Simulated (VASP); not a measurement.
# Energy against moment in Al2Cu (Khatyrkite), part 2 of 3

What does it cost to change the moment of Al2Cu (Khatyrkite)? The start is a cell from a database of measured crystal structures.

VASP 6.6.1, plane waves and PAW; the level of theory is named at each step.

So far: The starting structure; Free moment.

## (3) Fixed spin moment, fixed moment 0

This step: PBE, spin-polarised, total moment fixed; plane waves and PAW (Cu, Al) (VASP 6.6.1).

NUPDOWN fixes the difference of up and down electrons.

Contents of INCAR:

```
SYSTEM = Al2Cu
PREC = Accurate
ENCUT = 360
EDIFF = 1E-06
NELM = 150
ISMEAR = 1
SIGMA = 0.1
LREAL = .FALSE.
ALGO = Normal
GGA = PE
NBANDS = 26
ISPIN = 2
MAGMOM = 0 0 0 0 0 0
LASPH = .TRUE.
LMAXMIX = 4
LORBIT = 11
LWAVE = .FALSE.
LCHARG = .FALSE.
AMIX = 0.2
BMIX = 1E-04
AMIX_MAG = 0.8
BMIX_MAG = 1E-04
NUPDOWN = 0
```

Contents of POSCAR:

```
Al2Cu
1.0
   -3.0335000000      3.0335000000      2.4385000000
    3.0335000000     -3.0335000000      2.4385000000
    3.0335000000      3.0335000000     -2.4385000000
Cu Al
2 4
Direct
    0.2500000000      0.2500000000      0.0000000000
    0.7500000000      0.7500000000      0.0000000000
    0.3419000000      0.1581000000      0.5000000000
    0.8419000000      0.3419000000      0.1838000000
    0.6581000000      0.8419000000      0.5000000000
    0.1581000000      0.6581000000      0.8162000000
```

Contents of KPOINTS:

```
Automatic mesh
0
Gamma
7 7 7
0 0 0
```

Potentials, in the order of the species: Cu and Al (PBE family, release 64).

Launch:

```sh
> mpirun -np 1 vasp_std
```

The program printed:

```text
[... set-up lines as in an earlier step ...]
 entering main loop
       N       E                     dE             d eps       ncg     rms          rms(c)
DAV:   1     0.159702258329E+03    0.15970E+03   -0.10740E+04  4168   0.110E+03
DAV:   2    -0.190901902168E+02   -0.17879E+03   -0.16627E+03  4184   0.249E+02
DAV:   3    -0.277897082226E+02   -0.86995E+01   -0.82731E+01  5402   0.740E+01
DAV:   4    -0.280317454909E+02   -0.24204E+00   -0.24100E+00  6146   0.105E+01
DAV:   5    -0.280359543529E+02   -0.42089E-02   -0.42078E-02  5910   0.136E+00    0.214E+01
DAV:   6    -0.251561652731E+02    0.28798E+01   -0.39906E+01  5568   0.155E+02    0.756E+00
DAV:   7    -0.236443154909E+02    0.15118E+01   -0.48834E+00  5852   0.520E+01    0.240E+00
DAV:   8    -0.237096526291E+02   -0.65337E-01   -0.28339E+00  6336   0.392E+01    0.469E+00
DAV:   9    -0.234039002545E+02    0.30575E+00   -0.87815E-01  5724   0.243E+01    0.681E-01
DAV:  10    -0.234036341195E+02    0.26613E-03   -0.37554E-02  5768   0.183E+00    0.454E-01
DAV:  11    -0.233984831137E+02    0.51510E-02   -0.11029E-02  6438   0.256E+00    0.671E-02
DAV:  12    -0.233985378117E+02   -0.54698E-04   -0.11624E-03  5254   0.324E-01    0.646E-02
DAV:  13    -0.233984952099E+02    0.42602E-04   -0.37775E-04  5902   0.531E-01    0.310E-02
DAV:  14    -0.233985133364E+02   -0.18126E-04   -0.54219E-05  6562   0.661E-02    0.377E-02
DAV:  15    -0.233984857535E+02    0.27583E-04   -0.47407E-05  6228   0.180E-01    0.109E-02
DAV:  16    -0.233984842060E+02    0.15475E-05   -0.10473E-05  6498   0.537E-02    0.361E-03
DAV:  17    -0.233984841289E+02    0.77091E-07   -0.26445E-07  2528   0.109E-02
   1 F= -.23398484E+02 E0= -.23398535E+02  d E =0.153564E-03  mag=    -0.0000
```

The job ended after 2.1 min (1 MPI rank of AMD EPYC 7R43, shared host; peak memory 0.21 GiB).

Parts of OUTCAR (step 3):

```text
 Found     40 irreducible k-points:

   NELECT =      34.0000    total number of electrons

 E-fermi :   8.0452

 spin component 1
 k-point     1 :       0.0000    0.0000    0.0000
  band No.  band energies     occupation
    ...
     16       6.7589      1.00000
     17       6.7589      1.00000
     18       7.0985      1.00000
     19       7.5400      1.00000
     20       7.9767      0.95475
     21       9.3448     -0.00000
     22       9.3448     -0.00000
     23       9.6034     -0.00000
     24      13.1632      0.00000
     25      13.1632      0.00000
    ...

 k-point     2 :       0.1429    0.0000    0.0000
  band No.  band energies     occupation
    ...
     15       6.1246      1.00000
     16       6.2852      1.00000
     17       6.7907      1.00000
     18       7.0377      1.00000
     19       7.7595      1.00020
     20       9.1617     -0.00000
     21      10.1707      0.00000
     22      10.2455      0.00000
     23      11.2567      0.00000
     24      11.7207      0.00000
    ...

 k-point     3 :       0.2857    0.0000    0.0000
  band No.  band energies     occupation
    ...
     13       4.8516      1.00000
     14       5.2727      1.00000
     15       5.3486      1.00000
     16       5.6965      1.00000
     17       7.3428      1.00000
     18       8.1596     -0.03434
     19       9.0532     -0.00000
     20      10.2063      0.00000
     21      10.5148      0.00000
     22      12.1610      0.00000
    ...

 k-point     4 :       0.4286   -0.0000    0.0000
  band No.  band energies     occupation
    ...
     13       4.8212      1.00000
     14       4.9515      1.00000
     15       5.3154      1.00000
     16       5.4067      1.00000
     17       7.8444      1.00779
     18       8.4388     -0.00000
     19      10.8866      0.00000
     20      11.2034      0.00000
     21      11.5780      0.00000
     22      13.1124      0.00000
    ...

  Total       -0.2414014     -0.2414014      0.1006138      0.0000000     -0.0000000      0.0000000
  in kB       -4.3090318     -4.3090318      1.7959630      0.0000000     -0.0000000      0.0000000
  external PRESSURE =      -2.2740335 kB  Pullay stress =       0.0000000 kB

 POSITION                                       TOTAL-FORCE (eV/Angst)
 -----------------------------------------------------------------------------------
      0.00000      0.00000      1.21925         0.000000      0.000000     -0.000000
      0.00000      0.00000      3.65775         0.000000     -0.000000     -0.000000
      0.95919      2.07431      0.00000         0.001077     -0.001077      0.000000
     -0.95919      2.07431      2.43850        -0.001077     -0.001077      0.000000
      2.07431      0.95919      2.43850        -0.001077      0.001077     -0.000000
      3.99269      0.95919     -0.00000         0.001077      0.001077     -0.000000
 -----------------------------------------------------------------------------------
    total drift:                               -0.000000     -0.000000     -0.000000

  FREE ENERGIE OF THE ION-ELECTRON SYSTEM (eV)
  ---------------------------------------------------
  free  energy   TOTEN  =       -23.3984841289 eV

  energy  without entropy=      -23.3986376934  energy(sigma->0) =      -23.39853532

 total charge
# of ion       s       p       d       tot
------------------------------------------
    1        0.491   0.511   9.116  10.119
    2        0.491   0.511   9.116  10.119
    3        0.422   0.337   0.000   0.758
    4        0.422   0.337   0.000   0.758
    5        0.422   0.337   0.000   0.758
    6        0.422   0.337   0.000   0.758
--------------------------------------------------
tot          2.669   2.369  18.233  23.271

 magnetization (x)
# of ion       s       p       d       tot
------------------------------------------
    1        0.000   0.000  -0.000  -0.000
    2        0.000   0.000  -0.000  -0.000
    3        0.000   0.000   0.000   0.000
    4        0.000   0.000   0.000   0.000
    5        0.000   0.000   0.000   0.000
    6        0.000   0.000   0.000   0.000
--------------------------------------------------
tot          0.000   0.000  -0.000  -0.000

[... 9 parts as in an earlier step ...]

[... 4 further parts left out ...]
```

Energy at zero smearing: -23.39854 eV.

The run ends at a pressure of -0.23 GPa, with forces up to 0.0015 eV/Å.

## (4) Fixed spin moment, fixed moment 0.34

Changes to INCAR since step 3:

```diff
@@ -12,3 +12,3 @@
 ISPIN = 2
-MAGMOM = 0 0 0 0 0 0
+MAGMOM = 0.17 0.17 0 0 0 0
 LASPH = .TRUE.
@@ -22,2 +22,2 @@
 BMIX_MAG = 1E-04
-NUPDOWN = 0
+NUPDOWN = 0.34
```

POSCAR is that of step 3.

KPOINTS is that of step 3.

Launch:

```sh
> mpirun -np 1 vasp_std
```

The program printed:

```text
[... set-up lines as in an earlier step ...]
 entering main loop
       N       E                     dE             d eps       ncg     rms          rms(c)
DAV:   1     0.159709239822E+03    0.15971E+03   -0.10504E+04  4168   0.107E+03
DAV:   2    -0.190617709808E+02   -0.17877E+03   -0.16624E+03  4182   0.249E+02
DAV:   3    -0.277767041493E+02   -0.87149E+01   -0.82852E+01  5408   0.741E+01
DAV:   4    -0.280170495715E+02   -0.24035E+00   -0.23913E+00  6106   0.105E+01
DAV:   5    -0.280216018006E+02   -0.45522E-02   -0.45509E-02  5878   0.140E+00    0.215E+01
DAV:   6    -0.251513335176E+02    0.28703E+01   -0.40024E+01  5588   0.156E+02    0.771E+00
DAV:   7    -0.236024811782E+02    0.15489E+01   -0.49491E+00  5858   0.524E+01    0.247E+00
DAV:   8    -0.236516567657E+02   -0.49176E-01   -0.27960E+00  6336   0.385E+01    0.464E+00
DAV:   9    -0.233582108527E+02    0.29345E+00   -0.92249E-01  5728   0.248E+01    0.647E-01
DAV:  10    -0.233594939910E+02   -0.12831E-02   -0.41426E-02  6576   0.312E+00    0.487E-01
DAV:  11    -0.233540702011E+02    0.54238E-02   -0.90857E-03  6436   0.232E+00    0.133E-01
DAV:  12    -0.233537735759E+02    0.29663E-03   -0.14331E-03  6642   0.367E-01    0.527E-02
DAV:  13    -0.233537846136E+02   -0.11038E-04   -0.45654E-04  6080   0.552E-01    0.490E-02
DAV:  14    -0.233537615355E+02    0.23078E-04   -0.69893E-05  6488   0.154E-01    0.303E-02
DAV:  15    -0.233537523814E+02    0.91541E-05   -0.82762E-06  6210   0.651E-02    0.195E-02
DAV:  16    -0.233537461014E+02    0.62801E-05   -0.13324E-05  6334   0.918E-02    0.339E-03
DAV:  17    -0.233537460418E+02    0.59527E-07   -0.88088E-07  2494   0.126E-02
   1 F= -.23353746E+02 E0= -.23353760E+02  d E =0.427439E-04  mag=     0.3400
```

Elapsed: 2 min, on 1 MPI rank; peak memory 0.21 GiB.

From OUTCAR (step 4):

```text
 Found     40 irreducible k-points:

   NELECT =      34.0000    total number of electrons

 E-fermi :   7.7569

 spin component 1
 k-point     1 :       0.0000    0.0000    0.0000
  band No.  band energies     occupation
    ...
     16       6.7195      1.00000
     17       6.7195      1.00000
     18       7.0639      1.00000
     19       7.5044      1.00000
     20       7.9445      1.00260
     21       9.3147     -0.00000
     22       9.3147     -0.00000
     23       9.5753     -0.00000
     24      13.1311      0.00000
     25      13.1311      0.00000
    ...

 k-point     2 :       0.1429    0.0000    0.0000
  band No.  band energies     occupation
    ...
     15       6.0937      1.00000
     16       6.2491      1.00000
     17       6.7554      1.00000
     18       7.0015      1.00000
     19       7.7262      1.00000
     20       9.1286     -0.00000
     21      10.1394     -0.00000
     22      10.2131      0.00000
     23      11.2255      0.00000
     24      11.6897      0.00000
    ...

 k-point     3 :       0.2857    0.0000    0.0000
  band No.  band energies     occupation
    ...
     14       5.2460      1.00000
     15       5.3200      1.00000
     16       5.6647      1.00000
     17       7.3082      1.00000
     18       8.1225      0.88555
     19       9.0188     -0.00000
     20      10.1736     -0.00000
     21      10.4857      0.00000
     22      12.1280      0.00000
     23      12.1659      0.00000
    ...

 k-point     4 :       0.4286   -0.0000    0.0000
  band No.  band energies     occupation
    ...
     13       4.7955      1.00000
     14       4.9248      1.00000
     15       5.2885      1.00000
     16       5.3782      1.00000
     17       7.8101      1.00000
     18       8.4028     -0.00299
     19      10.8515      0.00000
     20      11.1731      0.00000
     21      11.5446      0.00000
     22      13.0769      0.00000
    ...

  Total       -0.2857980     -0.2857980      0.3539728      0.0000000      0.0000000      0.0000000
  in kB       -5.1015127     -5.1015127      6.3184380      0.0000000      0.0000000      0.0000000
  external PRESSURE =      -1.2948625 kB  Pullay stress =       0.0000000 kB

 POSITION                                       TOTAL-FORCE (eV/Angst)
 -----------------------------------------------------------------------------------
      0.00000      0.00000      1.21925        -0.000000     -0.000000      0.000000
      0.00000      0.00000      3.65775        -0.000000     -0.000000      0.000000
      0.95919      2.07431      0.00000        -0.012454      0.012454      0.000000
     -0.95919      2.07431      2.43850         0.012454      0.012454      0.000000
      2.07431      0.95919      2.43850         0.012454     -0.012454      0.000000
      3.99269      0.95919     -0.00000        -0.012454     -0.012454     -0.000000
 -----------------------------------------------------------------------------------
    total drift:                               -0.000000     -0.000000     -0.000000

  FREE ENERGIE OF THE ION-ELECTRON SYSTEM (eV)
  ---------------------------------------------------
  free  energy   TOTEN  =       -23.3537460418 eV

  energy  without entropy=      -23.3537887857  energy(sigma->0) =      -23.35376029

 total charge
# of ion       s       p       d       tot
------------------------------------------
    1        0.492   0.511   9.116  10.119
    2        0.492   0.511   9.116  10.119
    3        0.421   0.337   0.000   0.758
    4        0.421   0.337   0.000   0.758
    5        0.421   0.337   0.000   0.758
    6        0.421   0.337   0.000   0.758
--------------------------------------------------
tot          2.670   2.369  18.232  23.271

 magnetization (x)
# of ion       s       p       d       tot
------------------------------------------
    1        0.004   0.015   0.017   0.036
    2        0.004   0.015   0.017   0.036
    3        0.005   0.010   0.000   0.015
    4        0.005   0.010   0.000   0.015
    5        0.005   0.010   0.000   0.015
    6        0.005   0.010   0.000   0.015
--------------------------------------------------
tot          0.029   0.069   0.035   0.133

[... 9 parts as in an earlier step ...]

[... 9 further parts left out ...]
```

This step gave:

```
free energy (TOTEN)                               : -23.35 eV
moment of the cell, from the last line of the log : 0.34 μB
```

Spin moment in the PAW sphere by atom:

| atom | spin moment in the PAW sphere (μB) |
| --- | --- |
| Cu1 | 0.0360 |
| Cu2 | 0.0360 |
| Al3 | 0.0150 |
| Al4 | 0.0150 |
| Al5 | 0.0150 |
| Al6 | 0.0150 |

Energy at zero smearing: -23.35376 eV.

The run ends at a pressure of -0.13 GPa, with forces up to 0.018 eV/Å.

## (5) Fixed spin moment, fixed moment 0.69

Changes to INCAR since step 4:

```diff
@@ -12,3 +12,3 @@
 ISPIN = 2
-MAGMOM = 0.17 0.17 0 0 0 0
+MAGMOM = 0.34 0.34 0 0 0 0
 LASPH = .TRUE.
@@ -22,2 +22,2 @@
 BMIX_MAG = 1E-04
-NUPDOWN = 0.34
+NUPDOWN = 0.69
```

POSCAR is that of step 4.

KPOINTS is that of step 4.

Launch:

```sh
> mpirun -np 1 vasp_std
```

The program printed:

```text
[... set-up lines as in an earlier step ...]
 entering main loop
       N       E                     dE             d eps       ncg     rms          rms(c)
DAV:   1     0.159721935863E+03    0.15972E+03   -0.10503E+04  4168   0.107E+03
DAV:   2    -0.189736821289E+02   -0.17870E+03   -0.16620E+03  4188   0.249E+02
DAV:   3    -0.277237524066E+02   -0.87501E+01   -0.82984E+01  5402   0.742E+01
DAV:   4    -0.279673472838E+02   -0.24359E+00   -0.24248E+00  6146   0.106E+01
[...]
DAV:  15    -0.232688352897E+02    0.16430E-04   -0.22584E-05  6288   0.123E-01    0.151E-02
DAV:  16    -0.232688323376E+02    0.29521E-05   -0.73888E-06  6376   0.507E-02    0.464E-03
DAV:  17    -0.232688321968E+02    0.14088E-06   -0.88567E-07  2556   0.223E-02
   1 F= -.23268832E+02 E0= -.23268113E+02  d E =-.215653E-02  mag=     0.6900
```

Run time: 2.1 min. Hardware: 1 MPI rank; peak memory 0.21 GiB.

OUTCAR, selected parts (step 5):

```text
  Total       -0.0498400     -0.0498400     -0.2044570      0.0000000      0.0000000      0.0000000
  in kB       -0.8896469     -0.8896469     -3.6495716      0.0000000      0.0000000      0.0000000
  external PRESSURE =      -1.8096218 kB  Pullay stress =       0.0000000 kB

 POSITION                                       TOTAL-FORCE (eV/Angst)
 -----------------------------------------------------------------------------------
      0.00000      0.00000      1.21925         0.000000     -0.000000      0.000000
      0.00000      0.00000      3.65775         0.000000     -0.000000      0.000000
      0.95919      2.07431      0.00000        -0.000059      0.000059     -0.000000
     -0.95919      2.07431      2.43850         0.000059      0.000059     -0.000000
      2.07431      0.95919      2.43850         0.000059     -0.000059     -0.000000
      3.99269      0.95919     -0.00000        -0.000059     -0.000059      0.000000
 -----------------------------------------------------------------------------------
    total drift:                               -0.000000     -0.000000     -0.000000

  FREE ENERGIE OF THE ION-ELECTRON SYSTEM (eV)
  ---------------------------------------------------
  free  energy   TOTEN  =       -23.2688321968 eV

  energy  without entropy=      -23.2666756708  energy(sigma->0) =      -23.26811335

 magnetization (x)
# of ion       s       p       d       tot
------------------------------------------
    1        0.006   0.027   0.033   0.067
    2        0.006   0.027   0.033   0.067
    3        0.013   0.021   0.000   0.034
    4        0.013   0.021   0.000   0.034
    5        0.013   0.021   0.000   0.034
    6        0.013   0.021   0.000   0.034
--------------------------------------------------
tot          0.063   0.139   0.067   0.269

[... 2 parts as in an earlier step ...]

[... 1 further part left out ...]
[key lines of the parts left out:]
E-fermi :   7.7005
```

Energy at zero smearing: -23.26811 eV.

The run ends at a pressure of -0.18 GPa.

## (6) Fixed spin moment, fixed moment 1.03

Changes to INCAR since step 5:

```diff
@@ -12,3 +12,3 @@
 ISPIN = 2
-MAGMOM = 0.34 0.34 0 0 0 0
+MAGMOM = 0.52 0.52 0 0 0 0
 LASPH = .TRUE.
@@ -22,2 +22,2 @@
 BMIX_MAG = 1E-04
-NUPDOWN = 0.69
+NUPDOWN = 1.03
```

POSCAR is that of step 5.

KPOINTS is that of step 5.

Launch:

```sh
> mpirun -np 1 vasp_std
```

The program printed:

```text
[... set-up lines as in an earlier step ...]
 entering main loop
       N       E                     dE             d eps       ncg     rms          rms(c)
DAV:   1     0.159741843838E+03    0.15974E+03   -0.10502E+04  4168   0.107E+03
DAV:   2    -0.188520108688E+02   -0.17859E+03   -0.16615E+03  4190   0.249E+02
DAV:   3    -0.276248031004E+02   -0.87728E+01   -0.82960E+01  5386   0.742E+01
DAV:   4    -0.278689979925E+02   -0.24419E+00   -0.24322E+00  6122   0.106E+01
[...]
DAV:  15    -0.231631863695E+02    0.80872E-05   -0.64375E-06  4928   0.622E-02    0.193E-02
DAV:  16    -0.231631783718E+02    0.79977E-05   -0.15621E-05  6406   0.976E-02    0.470E-03
DAV:  17    -0.231631781872E+02    0.18454E-06   -0.11953E-06  2554   0.154E-02
   1 F= -.23163178E+02 E0= -.23163124E+02  d E =-.161662E-03  mag=     1.0300
```

The job ended after 2.2 min (1 MPI rank; peak memory 0.21 GiB).

OUTCAR, selected parts (step 6):

```text
  Total        0.1876846      0.1876846     -0.6136940      0.0000000      0.0000000      0.0000000
  in kB        3.3501819      3.3501819    -10.9544779      0.0000000      0.0000000      0.0000000
  external PRESSURE =      -1.4180380 kB  Pullay stress =       0.0000000 kB

 POSITION                                       TOTAL-FORCE (eV/Angst)
 -----------------------------------------------------------------------------------
      0.00000      0.00000      1.21925        -0.000000      0.000000     -0.000000
      0.00000      0.00000      3.65775        -0.000000      0.000000     -0.000000
      0.95919      2.07431      0.00000         0.047519     -0.047519     -0.000000
     -0.95919      2.07431      2.43850        -0.047519     -0.047519     -0.000000
      2.07431      0.95919      2.43850        -0.047519      0.047519     -0.000000
      3.99269      0.95919     -0.00000         0.047519      0.047519      0.000000
 -----------------------------------------------------------------------------------
    total drift:                               -0.000000     -0.000000     -0.000000

  FREE ENERGIE OF THE ION-ELECTRON SYSTEM (eV)
  ---------------------------------------------------
  free  energy   TOTEN  =       -23.1631781872 eV

  energy  without entropy=      -23.1630165251  energy(sigma->0) =      -23.16312430

 magnetization (x)
# of ion       s       p       d       tot
------------------------------------------
    1        0.009   0.037   0.052   0.098
    2        0.009   0.037   0.052   0.098
    3        0.020   0.032   0.000   0.052
    4        0.020   0.032   0.000   0.052
    5        0.020   0.032   0.000   0.052
    6        0.020   0.032   0.000   0.052
--------------------------------------------------
tot          0.097   0.201   0.105   0.403

[... 2 parts as in an earlier step ...]

[... 1 further part left out ...]
[key lines of the parts left out:]
E-fermi :   7.6131
```

Energy at zero smearing: -23.16312 eV.

The run ends at a pressure of -0.14 GPa, with forces up to 0.067 eV/Å.

(Continued in part 3 of 3.)

[Lines on the potential files, build, host, timing and source positions are cut from VASP's logs without a mark.]

[Logs are printed without paths, hosts, clocks, repeated set-up lines and the standing remarks that a program may print on its own settings, such as how far it seeks lower states.]

[Hosts, paths, dates, database ids (printed as entryN), source tags and the programs' standing remarks are cut or masked in the printed files.]

[In band tables of VASP the shares of atoms and orbitals are scaled to a sum of 1 inside the atoms' spheres.]

[Runs that stopped without an error message from VASP are left out.]
